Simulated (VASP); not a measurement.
**Si3Bi2Te3: relaxation of cell and atoms with PBE**

The system is Si3Bi2Te3.

```
Si Bi Te
1.0
     6.41136    0.00000    0.00000
    -3.20568    5.55240    0.00000
     0.00000    0.00000    5.12490
Si Bi Te
3 2 3
Direct
  0.01255 0.50627 0.50000
  0.49373 0.50627 0.50000
  0.49373 0.98745 0.50000
  0.00000 0.00000 0.50000
  0.66667 0.33333 0.00000
  0.65333 0.82667 0.00000
  0.17333 0.82667 0.00000
  0.17333 0.34667 0.00000
```

The cell was built by a generator and needn't be a form met in nature.

```yaml
Program: VASP 6.6.1
Task: relaxation of cell and atoms
Functional: PBE
Potentials_or_basis: VASP PAW PBE potentials, release 64 (Si, Bi_d, Te)
Cutoff: 520 eV
k_mesh: 3 × 3 × 3
Occupations: gaussian, width 0.15 eV
Spin: no spin polarisation
Further_INCAR_settings: PREC = Normal; ALGO = Fast; EDIFF = 0.0001; IBRION = 2; EDIFFG = -0.08; NSW = 24; ISIF = 3
```

* Relaxed volume: 26.19 Å³/atom
* Relaxed cell: a = 6.581 Å, b = 6.581 Å, c = 5.586 Å, α = 90.00°, β = 90.00°, γ = 120.00°
* Space group after relaxing (to 0.05 Å): P-6m2 (No. 187)
* Energy gained by relaxing: 147.3 meV/atom
* Ionic steps: 13
* Pressure after relaxing: 0.0 GPa
* Largest force after relaxing: 0.067 eV/Å
* Band gap on the k mesh: none (metal or under the smearing width)

Forces on the atoms (eV/Å):
```
Si  -0.058 -0.033  0.000
Si   0.058 -0.033  0.000
Si   0.000  0.067  0.000
Bi   0.000  0.000  0.000
Bi   0.000  0.000  0.000
Te  -0.053 -0.030  0.000
Te   0.053 -0.030  0.000
Te   0.000  0.061  0.000
```

Stress tensor (GPa, compression positive):
```
-0.03  0.00  0.00
 0.00 -0.03  0.00
 0.00  0.00  0.20
```

The path:
```tsv
step	energy change (eV)	largest force (eV/Å)	pressure (GPa)	volume (Å³)
1	0.0000	0.3980	7.27	182.44
2	-0.4810	0.5586	-2.03	211.08
3	-0.5089	0.5376	-0.63	204.89
4	-0.6249	0.6166	-0.41	204.76
5	-0.7097	0.6837	0.23	204.30
6	-0.7960	0.7135	0.31	205.08
7	-0.9800	0.4007	0.75	207.41
8	-1.1185	0.1884	-0.21	210.78
9	-1.1564	0.1861	-0.85	213.98
10	-1.1572	0.1881	-0.83	213.60
11	-1.1752	0.1292	-0.07	210.04
12	-1.1755	0.1284	0.11	209.35
13	-1.1787	0.0668	0.04	209.49
```

Final structure:
```xyz
8
Lattice="6.5809 0.0000 0.0000 -3.2904 5.6992 0.0000 0.0000 0.0000 5.5855" Properties=species:S:1:pos:R:3 pbc="T T T"
Si   -1.2697    3.0664    2.7928
Si    1.2697    3.0664    2.7928
Si    0.0000    5.2656    2.7928
Bi   -3.2904    5.6992    2.7928
Bi    3.2904    1.8997    0.0000
Te    1.6250    4.7377    5.5855
Te   -1.6250    4.7377    5.5855
Te    0.0000    1.9231    0.0000
```

Levels at points of the mesh, in eV from the Fermi level:
```csv
k point,band 26,band 27,band 28,band 29,band 30,band 31,band 32,band 33,band 34,band 35
"(0.00, 0.00, 0.00)",-2.46,-2.25,-1.44,-0.47,-0.01,0.37,0.37,0.81,0.81,3.16
```

Wall time 2.2 min on 1 thread of Intel(R) Xeon(R) Platinum 8488C (Sapphire Rapids) (shared host), peak memory 0.21 GiB.

Caveat: the k mesh is coarse (spacing up to 0.41 Å⁻¹), so the values aren't converged; spin-orbit coupling is left out, which moves the levels of the heavy elements; the relaxation stopped at a loose force limit of 0.08 eV/Å, so its end isn't a converged minimum.
